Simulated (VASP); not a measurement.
Crystal: Ag.

```
Ag
1.0
     0.00000    2.04300    2.04300
     2.04300    0.00000    2.04300
     2.04300    2.04300    0.00000
Ag
1
Cartesian
  0.0000 0.0000 0.0000
```

Base run:

* Program: VASP 6.6.1
* Functional: PBE
* Potentials or basis: VASP PAW PBE potentials, release 64 (Ag)
* Cutoff: 520 eV
* k mesh: 20 × 20 × 20
* Occupations: fermi-dirac, width 0.05 eV
* Spin: no spin polarisation

Its results: band gap on the k mesh none (metal or under the smearing width); pressure 4.5 GPa.

Task: After a change of settings the same cell gave: band gap on the k mesh none (metal or under the smearing width); pressure -7.2 GPa. Which change was it?
A. k mesh from 20 × 20 × 20 to 12 × 12 × 12
B. functional from PBE to LDA; potentials or basis from VASP PAW PBE potentials, release 64 (Ag) to VASP PAW LDA potentials, release 64 (Ag)
C. k mesh from 20 × 20 × 20 to 28 × 28 × 28
D. functional from PBE to PBEsol

Result: B.
